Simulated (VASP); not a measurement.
Given:

```
CELL_PARAMETERS angstrom
      3.64078     0.00000     0.00000
      0.00000     3.64078     0.00000
      0.00000     0.00000     3.64078
ATOMIC_POSITIONS crystal
  Al 0.00000 0.00000 0.00000
  Ni 0.00000 0.50000 0.50000
  Ni 0.50000 0.00000 0.50000
  Ni 0.50000 0.50000 0.00000
```
Starting moments (μB, in the order of the record's atoms Al Ni Ni Ni): 0.0 -0.3 -0.3 -0.3.

Method: vdW-DF2, VASP's PBE PAW potentials (set 64) (plane waves; VASP 6.6.1). Run with 520 eV cut-off, Gaussian smearing of 0.050 eV, potentials Al Ni.

Task: Estimate the cell moment, band gap (along the path) with the smallest direct gap where there is one.

Result: 
```json
{
 "band gap (along the path)": "none (metal, semimetal or under 0.01 eV)",
 "cell_moment": "-0.69 μB"
}
```

The absolute energy has meaning only against runs of the same code, potentials and settings.

The compound is Ni3Al in the L1_2 structure. It was relaxed first, which changed the volume by +6 %.
